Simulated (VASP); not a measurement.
# Vibrations of TiTe2 at several levels of theory, part 2 of 2

Aim: the vibrations of TiTe2 at the zone centre, at several levels of theory. The starting structure is a measured crystal structure from the Crystallography Open Database.

VASP 6.6.1.

Results so far: LDA A2u 287.8 cm⁻¹.

### 3. Modes with LDA at the measured cell

Level of this step: LDA, no spin polarisation; plane waves and PAW (Te, Ti_sv) (VASP).

The atoms were first relaxed in the fixed cell, in a run that isn't shown.

The input, INCAR:

```
SYSTEM = TiTe2
PREC = Accurate
ENCUT = 450
EDIFF = 1E-08
NELM = 100
ISMEAR = 1
SIGMA = 0.15
LREAL = .FALSE.
ALGO = Normal
GGA = CA
NBANDS = 18
LORBIT = 11
LWAVE = .FALSE.
LCHARG = .FALSE.
KPAR = 2
IBRION = 8
ISIF = 2
```

The input, POSCAR:

```
TiTe2
1.0
    3.7770000000      0.0000000000      0.0000000000
   -1.8885000000      3.2709779501      0.0000000000
    0.0000000000      0.0000000000      6.4980000000
Te Ti
2 1
Direct
    0.3333333333      0.6666666667      0.7418230256
    0.6666666667      0.3333333333      0.2581769744
    0.0000000000      0.0000000000      0.0000000000
```

The input, KPOINTS:

```
Automatic mesh
0
Gamma
12 12 6
0 0 0
```

The projector-augmented-wave data sets are Te and Ti_sv (LDA family, release 64).

The run is started by

```
$ mpirun -np 2 vasp_std
```

What it wrote:

```text
[... set-up lines as in an earlier step ...]
 entering main loop
       N       E                     dE             d eps       ncg     rms          rms(c)
DAV:   1     0.163952690459E+03    0.16395E+03   -0.99857E+03  3608   0.111E+03
DAV:   2    -0.589572141537E+01   -0.16985E+03   -0.16614E+03  3982   0.290E+02
DAV:   3    -0.200926508903E+02   -0.14197E+02   -0.13961E+02  5586   0.800E+01
DAV:   4    -0.205397792601E+02   -0.44713E+00   -0.44586E+00  4706   0.135E+01
[...]
DAV:  16    -0.182779470449E+02    0.28461E-05   -0.15713E-05  4918   0.256E-02    0.213E-03
DAV:  17    -0.182779470673E+02   -0.22423E-07   -0.27991E-07  4008   0.435E-03    0.189E-03
DAV:  18    -0.182779470651E+02    0.21951E-08   -0.25131E-08  3366   0.121E-03
   1 F= -.18277947E+02 E0= -.18278165E+02  d E =0.653020E-03
 Linear response reoptimize wavefunctions to high precision
DAV:   1    -0.182779470648E+02    0.26876E-09   -0.14812E-09  2618   0.314E-04
DAV:   2    -0.182779470649E+02   -0.40473E-10   -0.24630E-10  2202   0.139E-04
 Linear response DOF=           4
 Linear response progress:
[...]
RMM:  20    -0.683808981175E+00   -0.69315E-07   -0.12803E-06 21117   0.660E-04    0.391E-05
RMM:  21    -0.683809132716E+00   -0.15154E-06   -0.11523E-06 20274   0.611E-04    0.333E-05
RMM:  22    -0.683809150421E+00   -0.17705E-07   -0.10341E-06 22766   0.560E-04    0.356E-05
 first order change of Fermi-energy  -0.97476E-03
 force on displaced ion       3 direction 1 :  -3.988   0.000   0.000
 Linear response progress:
  Degree of freedom:   4/  4
       N       E                     dE             d eps       ncg     rms          rms(c)
RMM:   1    -0.723171076715E+00   -0.72317E+00    0.22474E+01  3622   0.133E+02
RMM:   2    -0.681327625223E+00    0.41843E-01   -0.39079E-01  5963   0.463E+00    0.216E-01
RMM:   3    -0.678772815511E+00    0.25548E-02   -0.28526E-02  7021   0.108E+00    0.108E-01
RMM:   4    -0.679171016430E+00   -0.39820E-03   -0.16942E-02  8045   0.451E-01    0.503E-02
[...]
RMM:  24    -0.680663977438E+00   -0.83352E-07   -0.48859E-06  8127   0.909E-04    0.114E-04
RMM:  25    -0.680664001468E+00   -0.24030E-07   -0.45400E-06  9137   0.841E-04    0.124E-04
RMM:  26    -0.680664057169E+00   -0.55701E-07   -0.38952E-06  8045   0.790E-04    0.127E-04
 first order change of Fermi-energy   0.22701E-02
 force on displaced ion       3 direction 3 :   0.000  -0.000 -10.084
 Linear response finished
```

Run time: 25 min. Hardware: 2 MPI ranks of AMD EPYC 7R43, shared host; peak memory 2 GiB; 51 min of CPU time.

From OUTCAR (step 3):

```text
  Total       -1.7505840     -1.7505840     -1.0694319      0.0000000      0.0000000      0.0000000
  in kB      -34.9372917    -34.9372917    -21.3431930      0.0000000      0.0000000      0.0000000
  external PRESSURE =     -30.4059255 kB  Pullay stress =       0.0000000 kB

 POSITION                                       TOTAL-FORCE (eV/Angst)
 -----------------------------------------------------------------------------------
     -0.00000      2.18065      4.82037         0.000000      0.000000      0.001918
      1.88850      1.09033      1.67763        -0.000000      0.000000     -0.001918
      0.00000      0.00000      0.00000        -0.000000      0.000000      0.000000
 -----------------------------------------------------------------------------------
    total drift:                                0.000000      0.000000      0.000000

[... 1 part as in an earlier step ...]

[... 1 further part left out ...]
```

With LDA at the measured cell the modes are A2u 260.8, Eu 164.0, A1g 137.5, Eg 98.9 cm⁻¹; the largest shift is -27.0 cm⁻¹, in A2u, from LDA.

### 4. Modes with PBEsol

PBEsol restores the gradient expansion of exchange and is tuned for the cells of solids. The cell comes from a relaxation at this level, not shown (76.08 Å³).

INCAR, as its differences from that of step 3:

```diff
@@ -9,3 +9,3 @@
 ALGO = Normal
-GGA = CA
+GGA = PS
 NBANDS = 18
```

The input, POSCAR:

```
TiTe2
1.0
    3.6977558837      0.0000000000      0.0000000000
   -1.8488779419      3.2023505323      0.0000000000
    0.0000000000      0.0000000000      6.4250829937
Te Ti
2 1
Direct
    0.3333333333      0.6666666667      0.7319253093
    0.6666666667      0.3333333333      0.2680746907
    0.0000000000      0.0000000000      0.0000000000
```

KPOINTS is that of step 3.

Potentials, in the order of the species: Te and Ti_sv (PBE family, release 64).

The run is started by

```
$ mpirun -np 2 vasp_std
```

What it wrote:

```text
[banner, memory and clock lines left out]
running    2 mpi-ranks, on    1 nodes
[...]
|                                                                             |
|               ----> ADVICE to this user running VASP <----                  |
|                                                                             |
|     You enforced a specific xc type in the INCAR file but a different       |
|     [... a line on the potential file left out ...]
|     I HOPE YOU KNOW WHAT YOU ARE DOING!                                     |
|                                                                             |

 LDA part: xc-table for (Slater+PW92), standard interpolation
 POSCAR, INCAR and KPOINTS ok, starting setup
[...]
entering main loop
       N       E                     dE             d eps       ncg     rms          rms(c)
DAV:   1     0.166453886105E+03    0.16645E+03   -0.10064E+04  3600   0.112E+03
DAV:   2    -0.437529144747E+01   -0.17083E+03   -0.16715E+03  3890   0.297E+02
[...]
RMM:  18    -0.697244722149E+00    0.27713E-06   -0.16933E-06 20962   0.896E-04    0.944E-05
RMM:  19    -0.697245270833E+00   -0.54868E-06   -0.14717E-06 20672   0.821E-04    0.905E-05
RMM:  20    -0.697245565004E+00   -0.29417E-06   -0.13387E-06 20544   0.753E-04    0.876E-05
 first order change of Fermi-energy  -0.70841E-03
 force on displaced ion       3 direction 1 :  -4.878   0.000   0.000
 Linear response progress:
  Degree of freedom:   4/  4
       N       E                     dE             d eps       ncg     rms          rms(c)
RMM:   1    -0.739162277827E+00   -0.73916E+00    0.20238E+01  3614   0.139E+02
RMM:   2    -0.688781537835E+00    0.50381E-01   -0.42536E-01  5994   0.492E+00    0.215E-01
RMM:   3    -0.686702043754E+00    0.20795E-02   -0.29256E-02  7014   0.113E+00    0.107E-01
RMM:   4    -0.687036938664E+00   -0.33489E-03   -0.17775E-02  8061   0.487E-01    0.517E-02
[...]
RMM:  22    -0.688618342313E+00   -0.76056E-07   -0.30962E-06  7965   0.962E-04    0.915E-05
RMM:  23    -0.688618382016E+00   -0.39703E-07   -0.27209E-06  8931   0.884E-04    0.105E-04
RMM:  24    -0.688618456305E+00   -0.74289E-07   -0.23614E-06  8466   0.829E-04    0.101E-04
 first order change of Fermi-energy   0.82600E-03
 force on displaced ion       3 direction 3 :   0.000   0.000 -11.829
 Linear response finished
```

The job ended after 22 min (2 MPI ranks; peak memory 2 GiB; 45 min of CPU time).

Parts of OUTCAR (step 4):

```text
  Total       -0.0011760     -0.0011760     -0.0034661      0.0000000     -0.0000000     -0.0000000
  in kB       -0.0247645     -0.0247645     -0.0729912      0.0000000     -0.0000000     -0.0000000
  external PRESSURE =      -0.0408401 kB  Pullay stress =       0.0000000 kB

 POSITION                                       TOTAL-FORCE (eV/Angst)
 -----------------------------------------------------------------------------------
     -0.00000      2.13490      4.70268        -0.000000     -0.000000     -0.001756
      1.84888      1.06745      1.72240         0.000000      0.000000      0.001756
      0.00000      0.00000      0.00000         0.000000      0.000000      0.000000
 -----------------------------------------------------------------------------------
    total drift:                               -0.000000      0.000000      0.000000

[... 1 part as in an earlier step ...]

[... 1 further part left out ...]
```

With PBEsol the modes are A2u 282.5, Eu 181.3, A1g 146.1, Eg 101.1 cm⁻¹; the largest shift is -7.2 cm⁻¹, in Eu, from LDA.

### 5. Modes with PBE

PBE, the usual starting point, adds the gradient of the density. The cell comes from a relaxation at this level, not shown (83.76 Å³).

INCAR, as its differences from that of step 4:

```diff
@@ -9,3 +9,3 @@
 ALGO = Normal
-GGA = PS
+GGA = PE
 NBANDS = 18
```

The input, POSCAR:

```
TiTe2
1.0
    3.7723970109      0.0000000000      0.0000000000
   -1.8861985055      3.2669916446      0.0000000000
    0.0000000000      0.0000000000      6.7963053982
Te Ti
2 1
Direct
    0.3333333333      0.6666666667      0.7458346259
    0.6666666667      0.3333333333      0.2541653741
    0.0000000000      0.0000000000      0.0000000000
```

KPOINTS is that of step 4.

The run is started by

```
$ mpirun -np 2 vasp_std
```

What it wrote:

```text
[banner, memory and clock lines left out]
running    2 mpi-ranks, on    1 nodes
[...]
LDA part: xc-table for (Slater+PW92), standard interpolation
 POSCAR, INCAR and KPOINTS ok, starting setup
[...]
entering main loop
       N       E                     dE             d eps       ncg     rms          rms(c)
DAV:   1     0.167163986184E+03    0.16716E+03   -0.10028E+04  3600   0.110E+03
DAV:   2    -0.306900702668E+01   -0.17023E+03   -0.16665E+03  3932   0.288E+02
DAV:   3    -0.180236149186E+02   -0.14955E+02   -0.14591E+02  5680   0.815E+01
DAV:   4    -0.185304723937E+02   -0.50686E+00   -0.50500E+00  4706   0.141E+01
[...]
DAV:  18    -0.162145613991E+02   -0.16278E-06   -0.62044E-08  4372   0.167E-03    0.207E-03
DAV:  19    -0.162145614458E+02   -0.46698E-07   -0.42034E-09  2330   0.484E-04    0.906E-04
DAV:  20    -0.162145614450E+02    0.82127E-09   -0.10421E-08  2246   0.696E-04
   1 F= -.16214561E+02 E0= -.16215189E+02  d E =0.188317E-02
 Linear response reoptimize wavefunctions to high precision
[...]
RMM:  15    -0.711424058832E+00    0.52667E-08   -0.15162E-06 22592   0.982E-04    0.473E-05
RMM:  16    -0.711424369946E+00   -0.31111E-06   -0.12613E-06 21721   0.857E-04    0.421E-05
RMM:  17    -0.711424523243E+00   -0.15330E-06   -0.10923E-06 22729   0.763E-04    0.419E-05
 first order change of Fermi-energy  -0.68961E-03
 force on displaced ion       3 direction 1 :  -3.625   0.000   0.000
 Linear response progress:
  Degree of freedom:   4/  4
       N       E                     dE             d eps       ncg     rms          rms(c)
RMM:   1    -0.748981438676E+00   -0.74898E+00    0.20305E+01  3622   0.141E+02
RMM:   2    -0.703596099528E+00    0.45385E-01   -0.38479E-01  5984   0.456E+00    0.221E-01
RMM:   3    -0.700682544977E+00    0.29136E-02   -0.28410E-02  7035   0.109E+00    0.114E-01
RMM:   4    -0.700980449951E+00   -0.29790E-03   -0.17954E-02  7920   0.468E-01    0.519E-02
[...]
RMM:  29    -0.702743382574E+00   -0.13374E-07   -0.27751E-06  7988   0.768E-04    0.169E-04
RMM:  30    -0.702743397860E+00   -0.15286E-07   -0.24380E-06  8131   0.726E-04    0.178E-04
RMM:  31    -0.702743412173E+00   -0.14313E-07   -0.23083E-06  8016   0.689E-04    0.186E-04
 first order change of Fermi-energy   0.62087E-03
 force on displaced ion       3 direction 3 :   0.000   0.000 -10.030
 Linear response finished
```

Elapsed: 26 min, on 2 MPI ranks; peak memory 2.1 GiB.

Parts of OUTCAR (step 5):

```text
  Total       -0.0042285     -0.0042285      0.0063062      0.0000000     -0.0000000      0.0000000
  in kB       -0.0808826     -0.0808826      0.1206261      0.0000000     -0.0000000      0.0000000
  external PRESSURE =      -0.0137130 kB  Pullay stress =       0.0000000 kB

 POSITION                                       TOTAL-FORCE (eV/Angst)
 -----------------------------------------------------------------------------------
     -0.00000      2.17799      5.06892        -0.000000      0.000000     -0.000310
      1.88620      1.08900      1.72739         0.000000      0.000000      0.000310
      0.00000      0.00000      0.00000        -0.000000      0.000000      0.000000
 -----------------------------------------------------------------------------------
    total drift:                                0.000000      0.000000      0.000000

[... 1 part as in an earlier step ...]

[... 1 further part left out ...]
```

With PBE the modes are A2u 260.1, Eu 156.3, A1g 136.6, Eg 95.1 cm⁻¹; the largest shift is -32.2 cm⁻¹, in Eu, from LDA.

### 6. All runs side by side

```
                     run    A2u     Eu    A1g     Eg  core minutes
                     LDA  287.8  188.5  150.7  104.1          44.8
LDA at the measured cell  260.8  164.0  137.5   98.9          50.7
                  PBEsol  282.5  181.3  146.1  101.1          44.9
                     PBE  260.1  156.3  136.6   95.1          52.7
```

Modes are in cm⁻¹, degenerate ones as one, matched between runs by symmetry and order. A number in brackets counts the listed modes of one symmetry from the lowest. The symmetry labels come from an automatic analysis and can be wrong where levels nearly coincide. Core minutes are wall time times ranks of the run shown, on a shared host.

### 7. Results

| Item | Value |
| --- | --- |
| A2u, LDA | 287.8 cm⁻¹ |
| Eg, LDA | 104.1 cm⁻¹ |
| A2u, LDA at the measured cell | 260.8 cm⁻¹ |
| Eg, LDA at the measured cell | 98.9 cm⁻¹ |
| A2u, PBEsol | 282.5 cm⁻¹ |
| Eg, PBEsol | 101.1 cm⁻¹ |
| A2u, PBE | 260.1 cm⁻¹ |
| Eg, PBE | 95.1 cm⁻¹ |

Among the runs matched mode by mode, on the cells relaxed at each level, the A2u mode of TiTe2, the highest of the listed ones in the run with LDA, lies between 260 cm⁻¹ (PBE) and 288 cm⁻¹ (LDA). Among the runs matched mode by mode, on the cells relaxed at each level, the Eg mode of TiTe2, the lowest of the listed ones in the run with LDA, lies between 95.1 cm⁻¹ (PBE) and 104 cm⁻¹ (LDA). Taking the measured cell, +8.9 % in volume, instead of the one relaxed with LDA moves A2u by -27.0 cm⁻¹. The bonds form layers, and these levels lack the dispersion that acts between them, which bears on the cells and on modes in which layers move against each other. These runs have no gap, or one under 0.08 eV; such runs hang more on mesh and smearing, and if the crystal is a semiconductor, they miss the splitting by its long-range field. The frequencies are harmonic. Further runs on this material are not shown.

[Lines on the potential files, build, host, timing and source positions are cut from VASP's logs without a mark.]

[Logs are printed without paths, hosts, clocks, repeated set-up lines and the standing remarks that a program may print on its own settings, such as how far it seeks lower states.]

[Hosts, paths, dates, database ids (printed as entryN), source tags and the programs' standing remarks are cut or masked in the printed files.]
